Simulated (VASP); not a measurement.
A run of VASP 6.6.1:

File INCAR:

```
SYSTEM = Be2Sn
PREC = Accurate
ENCUT = 520
EDIFF = 1E-6
ISMEAR = 0
SIGMA = 0.1
LREAL = .FALSE.
LASPH = .TRUE.
NELM = 100
ALGO = Normal
ISIF = 2
LWAVE = .FALSE.
LCHARG = .FALSE.
GGA = PE
NBANDS = 16
```

The input KPOINTS:

```
regular mesh
0
G
  6 6 6
  0 0 0
```

Contents of POSCAR:

```
Be2Sn
1.0
    0.0000000000      2.9056011286      2.9056011286
    2.9056011286      0.0000000000      2.9056011286
    2.9056011286      2.9056011286      0.0000000000
Be Sn
2 1
Direct
    0.2500000000      0.2500000000      0.2500000000
    0.7500000000      0.7500000000      0.7500000000
    0.0000000000      0.0000000000      0.0000000000
```

Potentials or basis: VASP PAW PBE potentials, release 64 (Be, Sn_d).

Launch:

```sh
$ cat potpaw_PBE.64/Be/POTCAR potpaw_PBE.64/Sn_d/POTCAR > POTCAR
$ mpirun -np 1 vasp_std > vasp.out
```

Hardware: 1 thread of Intel(R) Xeon(R) Platinum 8488C (Sapphire Rapids), on a shared host.

Q: Estimate the wall time of this run.

A: It took 17 s on 1 thread of Intel(R) Xeon(R) Platinum 8488C (Sapphire Rapids), with other jobs on the host, peak memory 0.17 GiB. Counts: scf iterations 12, k points 16.
